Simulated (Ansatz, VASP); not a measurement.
# Th3Ga2 in two plane-wave programs, part 2 of 2

Aim: how closely do two programs agree when they are given the same cell, functional and k mesh? The structure shown is the end of the Ansatz relaxation below.

VASP 6.6.1 and Ansatz 0.2.0.

So far: The structure; Ansatz: relaxation, PBEsol; VASP: single point, PBEsol.

**3. VASP: single point, PBEsol (continued)**

Level of this step: PBEsol; plane waves and PAW (Th, Ga_d) (VASP).

Numbers of over 12 decimals in the logs are rounded to 6 here.

From OUTCAR (step 3):

```text
ion  position               nearest neighbor table
   1  0.000  0.000  0.000-   7 3.19   8 3.19   9 3.19  10 3.19   3 3.63   4 3.63   5 3.63   6 3.63
                             3 3.63   4 3.63   5 3.63   6 3.63
   2  0.500  0.500  0.000-   7 3.19   8 3.19   9 3.19  10 3.19   3 3.63   4 3.63   5 3.63   6 3.63
                             3 3.63   4 3.63   5 3.63   6 3.63
   3  0.176  0.676  0.500-   7 3.14   7 3.14  10 3.20   8 3.20   8 3.20  10 3.20   2 3.63   2 3.63
                             1 3.63   1 3.63
   4  0.324  0.176  0.500-   8 3.14   8 3.14   9 3.20   7 3.20   7 3.20   9 3.20   2 3.63   2 3.63
                             1 3.63   1 3.63
   5  0.824  0.324  0.500-   9 3.14   9 3.14  10 3.20   8 3.20   8 3.20  10 3.20   2 3.63   2 3.63
                             1 3.63   1 3.63
   6  0.676  0.824  0.500-  10 3.14  10 3.14   7 3.20   7 3.20   9 3.20   9 3.20   2 3.63   2 3.63
                             1 3.63   1 3.63
   7  0.382  0.882  0.000-   9 2.67   3 3.14   3 3.14   2 3.19   1 3.19   4 3.20   6 3.20   4 3.20
                             6 3.20
   8  0.118  0.382  0.000-  10 2.67   4 3.14   4 3.14   2 3.19   1 3.19   3 3.20   3 3.20   5 3.20
                             5 3.20
   9  0.618  0.118  0.000-   7 2.67   5 3.14   5 3.14   2 3.19   1 3.19   4 3.20   4 3.20   6 3.20
                             6 3.20
  10  0.882  0.618  0.000-   8 2.67   6 3.14   6 3.14   2 3.19   1 3.19   5 3.20   3 3.20   5 3.20
                             3 3.20

  LATTYP: Found a simple tetragonal cell.
 ALAT       =     7.9917443991
 C/A-ratio  =     0.5296379885

 Subroutine GETGRP returns: Found 16 space group operations
 (whereof  8 operations were pure point group operations)

The static configuration has the point symmetry C_4h.
 The point group associated with its full space group is D_4h.

 Found     50 irreducible k-points:

   k-points           NKPTS =     50   k-points in BZ     NKDIM =     50   number of bands    NBANDS=     76

   dimension x,y,z NGX =    60 NGY =   60 NGZ =   32
   dimension x,y,z NGXF=   120 NGYF=  120 NGZF=   64

   ENCUT  =  500.0 eV  36.75 Ry    6.06 a.u.  14.57 14.57  7.72*2*pi/ulx,y,z

   NELECT =     124.0000    total number of electrons

 k-points in reciprocal lattice and weights: Automatic mesh
   0.00000000  0.00000000  0.00000000       0.003
   0.16666667  0.00000000  0.00000000       0.014
   0.33333333  0.00000000  0.00000000       0.014
   0.50000000  0.00000000  0.00000000       0.007
   0.16666667  0.16666667  0.00000000       0.014
   0.33333333  0.16666667  0.00000000       0.028
   0.50000000  0.16666667  0.00000000       0.014
   0.33333333  0.33333333  0.00000000       0.014
   0.50000000  0.33333333  0.00000000       0.014
[...]
0.50000000  0.33333333  0.50000000       0.014
   0.50000000  0.50000000  0.50000000       0.003

 average (electrostatic) potential at core
       1 -58.4835       2 -58.4835       3 -58.5893       4 -58.5893       5 -58.5893
       6 -58.5893       7 -62.5674       8 -62.5674       9 -62.5674      10 -62.5674

 E-fermi :   6.6608

 k-point     1 :       0.0000    0.0000    0.0000
  band No.  band energies     occupation
    ...
     59       5.8714      2.00000
     60       6.0972      2.00050
     61       6.2362      2.01054
     62       6.2362      2.01054
     63       6.6915      0.74324
     64       7.1399     -0.00365
     65       7.3533     -0.00001
     66       7.4844     -0.00000
     67       7.4844     -0.00000
     68       7.8180     -0.00000
    ...

 k-point     2 :       0.1667    0.0000    0.0000
  band No.  band energies     occupation
    ...
     58       5.8640      2.00000
     59       5.9703      2.00001
     60       6.1878      2.00414
     61       6.2864      2.02366
     62       6.4672      2.04299
     63       6.8838     -0.06665
     64       7.0890     -0.00987
     65       7.3388     -0.00002
     66       7.3491     -0.00001
     67       7.4359     -0.00000
    ...

 k-point     3 :       0.3333    0.0000    0.0000
  band No.  band energies     occupation
    ...
     57       5.6869      2.00000
     58       5.8057      2.00000
     59       6.2383      2.01094
     60       6.5889      1.56705
     61       6.6368      1.20160
     62       6.8461     -0.03141
     63       6.9864     -0.04354
     64       7.0635     -0.01529
     65       7.2157     -0.00062
     66       7.2878     -0.00009
    ...

  Total       -4.9338563     -4.9338563     -5.0347420      0.0000000      0.0000000      0.0000000
  in kB      -29.2410658    -29.2410658    -29.8389764      0.0000000      0.0000000      0.0000000
  external PRESSURE =     -29.4403693 kB  Pullay stress =       0.0000000 kB

  energy-cutoff  :      500.00
  volume of cell :      270.34
      direct lattice vectors                 reciprocal lattice vectors
     7.991744399  0.000000000  0.000000000     0.125129127  0.000000000  0.000000000
     0.000000000  7.991744399  0.000000000     0.000000000  0.125129127  0.000000000
     0.000000000  0.000000000  4.232731428     0.000000000  0.000000000  0.236254064

 POSITION                                       TOTAL-FORCE (eV/Angst)
 -----------------------------------------------------------------------------------
      0.00000      0.00000      0.00000         0.000000     -0.000000      0.000000
      3.99587      3.99587      0.00000         0.000000     -0.000000      0.000000
      1.40687      5.40274      2.11637         0.005946      0.005946      0.000000
      2.58900      1.40687      2.11637        -0.005946      0.005946      0.000000
      6.58488      2.58900      2.11637        -0.005946     -0.005946      0.000000
      5.40274      6.58488      2.11637         0.005946     -0.005946     -0.000000
      3.05110      7.04697      0.00000         0.004863      0.004863     -0.000000
      0.94477      3.05110      0.00000        -0.004863      0.004863      0.000000
      4.94064      0.94477      0.00000        -0.004863     -0.004863      0.000000
      7.04697      4.94064      0.00000         0.004863     -0.004863     -0.000000
 -----------------------------------------------------------------------------------
    total drift:                                0.000000     -0.000000      0.000000

  FREE ENERGIE OF THE ION-ELECTRON SYSTEM (eV)
  ---------------------------------------------------
  free  energy   TOTEN  =       -66.1095182927 eV

  energy  without entropy=      -66.0871902189  energy(sigma->0) =      -66.10207560

 total charge
# of ion       s       p       d       f       tot
--------------------------------------------------
    1        2.177   5.728   1.227   0.263   9.396
    2        2.177   5.728   1.227   0.263   9.396
    3        2.146   5.768   1.175   0.234   9.323
    4        2.146   5.768   1.175   0.234   9.323
    5        2.146   5.768   1.175   0.234   9.323
    6        2.146   5.768   1.175   0.234   9.323
    7        0.946   0.845   9.936   0.000  11.727
    8        0.946   0.845   9.936   0.000  11.727
    9        0.946   0.845   9.936   0.000  11.727
   10        0.946   0.845   9.936   0.000  11.727
--------------------------------------------------
tot         16.722  37.911  46.901   1.461 102.994

[... 3 further parts left out ...]
```

The run ends at a pressure of -2.94 GPa, with forces up to 0.0084 eV/Å.

**4. Side by side**

Known differences besides the potentials themselves: the cutoff is 420 eV in Ansatz and 500 eV in VASP; Ansatz makes its cores anew for this functional, VASP keeps those of its PBE data sets; Ansatz's pressure holds a Pulay correction, VASP's none. Total energies have different zeros and are not compared.

Compared:

| quantity | Ansatz | VASP | difference |
| --- | --- | --- | --- |
| pressure (GPa) | -3.12 | -2.94 | -0.18 |

At this near-relaxed geometry the largest component of a force difference is 5 meV/Å.

**5. Summary of results**

| Item | Value |
| --- | --- |
| difference in pressure (single point, PBEsol) | -0.18 GPa |

In words: The difference in pressure is -0.18 GPa (single point, PBEsol), within the 1 GPa picked in this series as the mark of a large difference. Such differences can come from data sets, numerical settings and the points named under the comparisons, not from the functional's error against experiment.

[Lines on the potential files, build, host, timing and source positions are cut from VASP's logs without a mark.]

[Logs are printed without paths, hosts, clocks, repeated set-up lines and the standing remarks that a program may print on its own settings, such as how far it seeks lower states.]

[Hosts, paths, dates, database ids (printed as entryN), source tags and the programs' standing remarks are cut or masked in the printed files.]
